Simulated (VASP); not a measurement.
## NaY: band structure with r2SCAN

The system is NaY.

```
Na Y
1.0
     4.01188    0.00000    0.00000
     0.00000    4.01188    0.00000
     0.00000    0.00000    4.01188
Na Y
1 1
Direct
  0.00000 0.00000 0.00000
  0.50000 0.50000 0.50000
```

The cell was built by a generator and needn't be a form met in nature.

| Property | Result |
| --- | --- |
| Program | VASP 6.6.1 |
| Task | band structure |
| Functional | r2SCAN |
| Potentials or basis | VASP PAW PBE potentials, release 64 (Na_pv, Y_sv) |
| Cutoff | 520 eV |
| k mesh | 7 × 7 × 7 |
| Occupations | fermi-dirac, width 0.05 eV |
| Spin | no spin polarisation |
| Further INCAR settings | ALGO = Normal; EDIFF = 1e-07 |

```
Pressure                : 0.2 GPa
Band gap along the path : none (metal or under the smearing width)
```

Levels at the corners of the path, in eV from the Fermi level:
```csv
point,band 6,band 7,band 8,band 9,band 10,band 11,band 12,band 13
Γ,-24.41,-24.41,-4.48,-0.16,-0.16,3.10,3.10,3.10
X,-24.42,-24.42,-2.38,-1.40,0.42,1.78,1.78,3.27
X,-24.42,-24.42,-2.38,-1.40,0.42,1.78,1.78,3.27
M,-24.47,-24.41,-1.11,-0.45,0.62,0.62,2.01,2.01
M,-24.47,-24.41,-1.11,-0.45,0.62,0.62,2.01,2.01
Γ,-24.41,-24.41,-4.48,-0.16,-0.16,3.10,3.10,3.10
Γ,-24.41,-24.41,-4.48,-0.16,-0.16,3.10,3.10,3.10
R,-24.50,-24.50,-0.37,-0.37,-0.37,2.97,2.97,2.97
R,-24.50,-24.50,-0.37,-0.37,-0.37,2.97,2.97,2.97
X,-24.42,-24.42,-2.38,-1.40,0.42,1.78,1.78,3.27
M,-24.47,-24.41,-1.11,-0.45,0.62,0.62,2.01,2.01
R,-24.50,-24.50,-0.37,-0.37,-0.37,2.97,2.97,2.97
```

Wall time 80 s on 1 thread of Intel(R) Xeon(R) 6975P-C (Granite Rapids), on a shared host, peak memory 0.18 GiB.

Caveat: the PAW data sets were made with another functional, which shifts forces and pressure a little.
